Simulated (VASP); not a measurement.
OSZICAR of a VASP run on Al (fcc):

### OSZICAR
```
       N       E                     dE             d eps       ncg     rms          rms(c)
DAV:   1    -0.212364611678E+01   -0.21236E+01   -0.80580E+02  1105   0.316E+02
DAV:   2    -0.402305651685E+01   -0.18994E+01   -0.18186E+01  1335   0.305E+01
DAV:   3    -0.404884974485E+01   -0.25793E-01   -0.26132E-01  1405   0.329E+00
DAV:   4    -0.404893914563E+01   -0.89401E-04   -0.89401E-04  1375   0.178E-01
DAV:   5    -0.404893977468E+01   -0.62905E-06   -0.62930E-06  1385   0.110E-02    0.155E+00
DAV:   6    -0.402704211872E+01    0.21898E-01   -0.31023E-03  1250   0.402E-01    0.886E-01
DAV:   7    -0.401189692871E+01    0.15145E-01   -0.95357E-03  1245   0.662E-01    0.157E-01
DAV:   8    -0.401188450482E+01    0.12424E-04   -0.28812E-05  1265   0.617E-02    0.265E-02
DAV:   9    -0.401188000539E+01    0.44994E-05   -0.35242E-06  1350   0.130E-02    0.177E-03
DAV:  10    -0.401187981108E+01    0.19432E-06   -0.72362E-09   755   0.956E-04
   1 F= -.40118798E+01 E0= -.40118992E+01  d E =-.401188E+01
```

Which electronic solver shows in the log?

It is blocked Davidson (ALGO = Normal, or the opening steps of other solvers). The INCAR had ALGO = Normal.

Can the final energy be trusted as converged?

Self-consistency was reached. It stopped with EDIFF = 1E-6, NELM = 100, NSW = 60 and EDIFFG = -0.01 after 1 ionic step (AM05 GGA, plane waves, VASP's PBE PAW potentials (set 64)).

The compound is Al in the fcc structure. It was relaxed first. The start is the result of an earlier pass.
